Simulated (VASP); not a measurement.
A convergence study with VASP on Al₂Pd (space group I4mm): a few settings are varied, all else stays as given below, so the limit is that of these other settings. The cell's lengths are 1 % over those of the tabulated start and one atom is moved, so it is off equilibrium.

```yaml
crystal:
  lattice:
    - [0.00000, 2.97903, 2.97903]
    - [2.97903, 0.00000, 2.97903]
    - [2.97903, 2.97903, 0.00000]
  atoms:
    - { symbol: Al, position: [0.25000, 0.25000, 0.25000] }
    - { symbol: Al, position: [0.75000, 0.75000, 0.75000] }
    - { symbol: Pd, position: [0.98983, 0.01017, 0.01017] }
```

Method: PBEsol GGA, VASP's PBE PAW potentials (set 64) (plane waves; VASP). The last row used: LREAL = Auto, 600 eV cut-off, 8×8×8 Γ-centred mesh, first-order Methfessel-Paxton smearing of 0.10 eV, potentials Al Pd.

```tsv
setting	E (eV/atom)	pressure (GPa)	largest force (eV/Å)	plane waves
ENCUT = 300, LREAL = .FALSE., PREC = Normal	-5.3158	-3.82	0.408	636
ENCUT = 400, LREAL = .FALSE., PREC = Normal	-5.3139	-3.88	0.406	982
ENCUT = 500, LREAL = .FALSE., PREC = Normal	-5.3139	-3.76	0.406	1363
ENCUT = 600, LREAL = .FALSE., PREC = Normal	-5.3140	-3.77	0.406	1807
ENCUT = 300, LREAL = .FALSE., PREC = Accurate	-5.3157	-3.83	0.409	636
ENCUT = 400, LREAL = .FALSE., PREC = Accurate	-5.3139	-3.88	0.406	982
ENCUT = 500, LREAL = .FALSE., PREC = Accurate	-5.3139	-3.76	0.406	1363
ENCUT = 600, LREAL = .FALSE., PREC = Accurate	-5.3140	-3.77	0.406	1807
ENCUT = 300, LREAL = Auto, PREC = Normal	-5.3165	-3.67	0.416	636
ENCUT = 400, LREAL = Auto, PREC = Normal	-5.3142	-3.91	0.407	982
ENCUT = 500, LREAL = Auto, PREC = Normal	-5.3140	-3.76	0.409	1363
ENCUT = 600, LREAL = Auto, PREC = Normal	-5.3140	-3.92	0.403	1807
ENCUT = 300, LREAL = Auto, PREC = Accurate	-5.3160	-3.82	0.409	636
ENCUT = 400, LREAL = Auto, PREC = Accurate	-5.3141	-3.89	0.406	982
ENCUT = 500, LREAL = Auto, PREC = Accurate	-5.3142	-3.77	0.406	1363
ENCUT = 600, LREAL = Auto, PREC = Accurate	-5.3142	-3.71	0.409	1807
```

Left out are rungs that failed or repeat a setting and relaxations that didn't move; long series are thinned to 24 rows.

The structure comes from a computed database's Al2Pd entry (space group no. 225); how it stands against other phases isn't given here. The cell was not relaxed at this level, it is distorted from the ideal structure.
